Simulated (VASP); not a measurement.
Here is the system:

```
CELL_PARAMETERS angstrom
      0.00000     2.92839     2.92839
      2.92839     0.00000     2.92839
      2.92839     2.92839     0.00000
ATOMIC_POSITIONS crystal
  Li 0.25000 0.25000 0.25000
  Li 0.75000 0.75000 0.75000
  Se 0.00000 0.00000 0.00000
```

Computed with LDA (Ceperley-Alder, Perdew-Zunger), VASP's LDA PAW potentials (set 64) (plane waves; VASP 6.6.1). Numerical set-up: 650 eV cut-off, 6×6×6 Γ-centred mesh, Gaussian smearing of 0.050 eV, potentials Li_sv Se.

**Question.** Give the elastic stiffness tensor with the ions relaxed (GPa, in the frame of the cell).

**Answer.** 
```csv
,xx,yy,zz,yz,xz,xy
xx,73.4,20.4,20.4,0.0,0.0,0.0
yy,20.4,73.4,20.4,0.0,0.0,0.0
zz,20.4,20.4,73.4,0.0,0.0,0.0
yz,0.0,0.0,0.0,31.2,0.0,0.0
xz,0.0,0.0,0.0,0.0,31.2,0.0
xy,0.0,0.0,0.0,0.0,0.0,31.2
```

**Question.** What does the run give for the Hill bulk modulus, Hill shear modulus, Young's modulus, Poisson's ratio?

**Answer.** 
* **Hill bulk modulus**: 38.1 GPa
* **Hill shear modulus**: 29.2 GPa
* **Young's modulus**: 69.8 GPa
* **Poisson's ratio**: 0.194

The compound is Li2Se in the antifluorite structure. It was relaxed first, which changed the volume by -7 %.
